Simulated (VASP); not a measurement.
```yaml
crystal:
  lattice:
    - [2.98283, 0.00000, 0.00000]
    - [0.00000, 2.98283, 0.00000]
    - [0.00000, 0.00000, 2.98283]
  atoms:
    - { symbol: Al, position: [0.50000, 0.50000, 0.50000] }
    - { symbol: Ru, position: [0.00000, 0.00000, 0.00000] }
```

These are MS2 meta-GGA, VASP's PBE PAW potentials (set 64) (plane waves; VASP 6.6.1) values and carry that method's errors. Numerical set-up: 520 eV cut-off, 12×12×12 Γ-centred mesh, first-order Methfessel-Paxton smearing of 0.10 eV, potentials Al Ru_pv.

### Question
Estimate the energy per atom (σ→0), band gap (on the k-mesh) with the smallest direct gap where there is one.

### Answer

```
Quantity                                                     Value
------------------------  ----------------------------------------
band gap (on the k-mesh)  none (metal, semimetal or under 0.01 eV)
energy per atom (σ→0)                               -8425 meV/atom
```

The compound is RuAl in the CsCl type structure. It was relaxed first. The electron count is odd and the run is not spin-polarised, which forces a metal.
